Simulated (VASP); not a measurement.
Input for VASP

**KPOINTS**
```
kpoints
0
gamma
 6 6 6
0 0 0
```

INCAR:
```
SYSTEM = BaF2
PREC = Accurate
ENCUT = 520
EDIFF = 1E-6
NELM = 100
ALGO = VeryFast
LREAL = .FALSE.
LASPH = .TRUE.
ISMEAR = 0
SIGMA = 0.05
GGA = PE
LMAXMIX = 4
LWAVE = .FALSE.
LCHARG = .FALSE.
ISIF = 2
```

File POSCAR:
```
BaF2
1
    0.0000000000     3.1620000000     3.1620000000
    3.1620000000     0.0000000000     3.1620000000
    3.1620000000     3.1620000000     0.0000000000
Ba F
1 2
Direct
  0.0000000000   0.0000000000   0.0000000000
  0.2500000000   0.2500000000   0.2500000000
  0.7500000000   0.7500000000   0.7500000000
```

POTCAR, in this order: Ba_sv F (PBE.64 set). Program: vasp_std.

### Question
Write an equivalent input for Quantum ESPRESSO's pw.x.

### Answer
One equivalent input (not run):
```
&CONTROL
  calculation = 'scf'
  pseudo_dir = './pseudo'
  outdir = './out'
  tprnfor = .true.
  tstress = .true.
/
&SYSTEM
  ibrav = 0
  nat = 3
  ntyp = 2
  ecutwfc = 84
  occupations = 'smearing'
  smearing = 'gaussian'
  degauss = 0.003675
  input_dft = 'pbe'
/
&ELECTRONS
  conv_thr = 7.3e-08
  electron_maxstep = 100
/
ATOMIC_SPECIES
  Ba 137.327 Ba.upf
  F 18.998 F.upf
CELL_PARAMETERS angstrom
     0.0000000    3.1620000    3.1620000
     3.1620000    0.0000000    3.1620000
     3.1620000    3.1620000    0.0000000
ATOMIC_POSITIONS crystal
  Ba   0.0000000  0.0000000  0.0000000
  F    0.2500000  0.2500000  0.2500000
  F    0.7500000  0.7500000  0.7500000
K_POINTS automatic
  6 6 6 0 0 0
```
The two are equivalent in intent, not identical: the potentials are each code's own (VASP's PAW set, PseudoDojo norm-conserving files in pw.x), so ENCUT and ecutwfc are chosen apart and not converted; conv_thr bounds pw.x's estimated SCF error, while EDIFF bounds the energy change between steps.

The compound is BaF2 in the fluorite structure. The cell was not relaxed at this level. The run is one of a series of settings (ALGO = VeryFast against the base run), some of them coarse on purpose.
